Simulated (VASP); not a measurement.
SiNi (relaxed from the MnP structure, space group Pnma): computed properties

The numbers are results of r2SCAN meta-GGA, VASP's PBE PAW potentials (set 64) (plane waves; VASP), not measurements.

space group: Pnma (62)
cell: a = 5.1272 Å, b = 3.3257 Å, c = 5.5722 Å, α = β = γ = 90.00°
volume per atom: 11.88 Å^3/atom
band gap (over mesh and band path): none (metal, semimetal or under 0.01 eV)
density: 6.07 g/cm³

```
CELL_PARAMETERS angstrom
      5.12724     0.00000     0.00000
      0.00000     3.32575     0.00000
      0.00000     0.00000     5.57222
ATOMIC_POSITIONS crystal
  Ni 0.50794 0.25000 0.68890
  Ni 0.00794 0.25000 0.81110
  Ni 0.49206 0.75000 0.31110
  Ni 0.99206 0.75000 0.18890
  Si 0.67932 0.25000 0.08260
  Si 0.17932 0.25000 0.41740
  Si 0.32068 0.75000 0.91740
  Si 0.82068 0.75000 0.58260
```

The structure was generated: SiNi was put into the MnP type (Pnma), a phase also known from measurement. It was relaxed first, which changed the volume by -7 %. Symmetry was kept, so distortions that lower it aren't found.
